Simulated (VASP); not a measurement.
Energy against volume of Ti (hcp). Level of theory: optB86b-vdW, VASP's PBE PAW potentials (set 64) (plane waves; VASP). Numerical set-up: 520 eV cut-off, 14×14×8 Γ-centred mesh, first-order Methfessel-Paxton smearing of 0.10 eV, potentials Ti_sv.

Shape and ions are relaxed at each volume.

| V (Å³/atom) | E (eV/atom) |
|---|---|
| 15.915 | -5.01337 |
| 16.423 | -5.03201 |
| 16.931 | -5.03791 |
| 17.439 | -5.03270 |

### Question
Fit these four points and predict the energy of the run at 17.946 Å³/atom.

### Answer
A cubic in V^(−2/3), the third-order Birch-Murnaghan form, passes through the four points with V0 = 16.94 Å³/atom and B0 = 116 GPa, and gives -5.0178 eV/atom there. The run gave -5.0178 eV/atom, +0.0 meV/atom from the fit; all five points give B0 = 117 GPa.

The compound is Ti in the hcp structure. It was relaxed first.
